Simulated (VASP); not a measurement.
Input:

```xyz
3
Lattice="0.0000 3.2820 3.2820 3.2820 0.0000 3.2820 3.2820 3.2820 0.0000" Properties=species:S:1:pos:R:3 pbc="T T T"
Na     1.6410     1.6410     1.6410
Na     4.9230     4.9230     4.9230
S      3.2820     3.2820     0.0000
```

Computed with PBE GGA, VASP's PBE PAW potentials (set 64) (plane waves; VASP 6.6.1). Numerical set-up: 520 eV cut-off, Gaussian smearing of 0.050 eV, potentials Na_pv S.

Task: Give the energies of bands 8 to 13 at the high-symmetry points, in eV from the valence-band maximum.

Result: 
| band | Γ | X | U | L | W |
|---|---|---|---|---|---|
| 8 | 0.00 | -1.45 | -1.21 | -1.62 | -1.01 |
| 9 | 0.00 | -0.45 | -0.92 | -0.13 | -1.01 |
| 10 | 0.00 | -0.45 | -0.35 | -0.13 | -0.57 |
| 11 | 2.45 | 3.84 | 4.54 | 4.75 | 4.80 |
| 12 | 7.71 | 5.97 | 6.37 | 6.41 | 7.17 |
| 13 | 7.71 | 8.37 | 7.79 | 7.12 | 7.17 |

The gap is direct, 2.45 eV, from the valence maximum at Γ to the conduction minimum at Γ.

The compound is Na2S in the antifluorite structure. It was relaxed first.
